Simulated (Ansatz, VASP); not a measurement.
GaGe3: VASP beside Ansatz

```
Ga Ge
1.0
     4.27847    0.00000    0.00000
     0.00000    4.27847    0.00000
     0.00000    0.00000    4.27847
Ga Ge
1 3
Direct
  0.00000 0.00000 0.00000
  0.00000 0.50000 0.53000
  0.50000 0.00000 0.50000
  0.50000 0.50000 0.00000
```

The cell comes from a database or a generator and needn't be the stable form of this composition.

Alike in both runs: task single point; functional PBEsol; k mesh 5 × 5 × 5; no spin polarisation.

|  | VASP | Ansatz |
| --- | --- | --- |
| version | VASP 6.6.1 | Ansatz 0.2.0 |
| potentials or method | VASP PAW PBE potentials, release 64 (Ga_d, Ge_d) | plane waves, PAW |
| plane-wave cutoff (eV) | 520 | 420 |
| occupations | methfessel-paxton of order 1, width 0.1 eV | cold |
| valence electrons in the cell | 55 | 55 |

Ansatz gave:

| Property | Result |
| --- | --- |
| rms of the force components (eV/Å) | 0.083 |

Q: Estimate VASP's values.

A: rms of the force components (eV/Å): 0.092.

Atom by atom the forces differ by 0.009 eV/Å (rms over components).

Caveats: the PAW data sets were made with another functional, which shifts forces and pressure a little (VASP).
